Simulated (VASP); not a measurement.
Consider the following.

```
CELL_PARAMETERS angstrom
      0.00000     1.56049     1.56049
      1.56049     0.00000     1.56049
      1.56049     1.56049     0.00000
ATOMIC_POSITIONS crystal
  N  0.00000 0.00000 0.00000
```

All values below come from PBEsol GGA, VASP's PBE PAW potentials (set 64) (plane waves; VASP 6.6.1). Settings: 520 eV cut-off, 13×13×13 Γ-centred mesh, Gaussian smearing of 0.050 eV, potentials N.

Energy and stress use the plane-wave basis of the starting cell.

Problem. The ions, cell shape and volume are relaxed. Give the cell that the relaxation ends in.

Solution. 
```
CELL_PARAMETERS angstrom
      0.00000     1.53274     1.53274
      1.53274     0.00000     1.53274
      1.53274     1.53274     0.00000
ATOMIC_POSITIONS crystal
  N  0.00000 0.00000 0.00000
```
Space group Fm-3m (225), at a tolerance of 0.03 Å.

Problem. How do energy and volume change from the first to the last step?

Solution. The energy (σ→0) changes by -12.7 meV/atom and the volume by -5.2 %, in 3 ionic steps.

```tsv
step	E(σ→0) (eV)	max force (eV/Å)	pressure (GPa)	volume (Å³)
1	-4.2957	0.000	-9.35	7.60
2	-4.3078	0.000	2.49	7.12
3	-4.3084	0.000	0.04	7.20
```

The structure was generated: N was put into the fcc type (Fm-3m), which need not be its known phase. This run relaxes it. Symmetry was kept, so distortions that lower it aren't found.
